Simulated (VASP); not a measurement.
An input for Quantum ESPRESSO's pw.x (written as the equivalent of a VASP run, and not itself run):

```
&CONTROL
  calculation = 'scf'
  pseudo_dir = './pseudo'
  outdir = './out'
  tprnfor = .true.
  tstress = .true.
/
&SYSTEM
  ibrav = 0
  nat = 1
  ntyp = 1
  ecutwfc = 62.5
  occupations = 'smearing'
  smearing = 'gaussian'
  degauss = 0.00735
  input_dft = 'pbe'
/
&ELECTRONS
  conv_thr = 7.3e-08
  electron_maxstep = 100
/
ATOMIC_SPECIES
  Pb 207.200 Pb.upf
CELL_PARAMETERS angstrom
     0.0000000    2.4750000    2.4750000
     2.4750000    0.0000000    2.4750000
     2.4750000    2.4750000    0.0000000
ATOMIC_POSITIONS crystal
  Pb   0.0000000  0.0000000  0.0000000
K_POINTS automatic
  11 11 11 0 0 0
```

Problem. Translate this input to VASP (INCAR, KPOINTS, POSCAR, choice of POTCAR).

Solution. This is not unique; one that fits is 
**INCAR**
```
ALGO  =  Normal
EDIFF  =  1E-6
ENCUT  =  300
GGA  =  PE
ISIF  =  2
ISMEAR  =  0
LASPH  =  .TRUE.
LCHARG  =  .FALSE.
LMAXMIX  =  4
LREAL  =  .FALSE.
LWAVE  =  .FALSE.
NELM  =  100
PREC  =  Accurate
SIGMA  =  0.1
SYSTEM  =  Pb
```

### POSCAR
```
Pb
1
    0.0000000000     2.4750000000     2.4750000000
    2.4750000000     0.0000000000     2.4750000000
    2.4750000000     2.4750000000     0.0000000000
Pb
1
Direct
  0.0000000000   0.0000000000   0.0000000000
```

**KPOINTS**
```
Regular mesh
0
gamma
  11 11 11
0 0 0
```

POTCAR, in this order: Pb_d (PBE.64 set). Program: vasp_std.

Limits of the translation: the potentials are each code's own (VASP's PAW set, PseudoDojo norm-conserving files in pw.x), so ENCUT and ecutwfc are chosen apart and not converted; conv_thr bounds pw.x's estimated SCF error, while EDIFF bounds the energy change between steps.

The structure is a typed Pb crystal (Fm-3m). The cell was not relaxed at this level.
